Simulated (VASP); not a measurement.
Consider the following.

```
HgTe
1.0
    4.43537     0.00000     0.00000
   -2.21769     3.84115     0.00000
    0.00000     0.00000    10.09504
Hg Te
3 3
Direct
  0.35473   0.35473   0.00000
  0.64527   0.00000   0.33333
  0.00000   0.64527   0.66667
  0.44686   0.44686   0.50000
  0.55314   0.00000   0.83333
  0.00000   0.55314   0.16667
```

The numbers are results of LDA (Ceperley-Alder, Perdew-Zunger), VASP's LDA PAW potentials (set 64) (plane waves; VASP), not measurements. Settings: 400 eV cut-off, 13×13×5 Γ-centred mesh, Gaussian smearing of 0.010 eV, potentials Hg Te.

### Question
What does the run give for the energy per atom (σ→0)?

### Answer

```yaml
energy per atom (σ→0): -2.484 eV/atom
```

The absolute energy has meaning only against runs of the same code, potentials and settings.

The structure comes from a computed database's HgTe entry (P3_121); how it stands against other phases isn't given here. It was relaxed first, which changed the volume by -12 %.
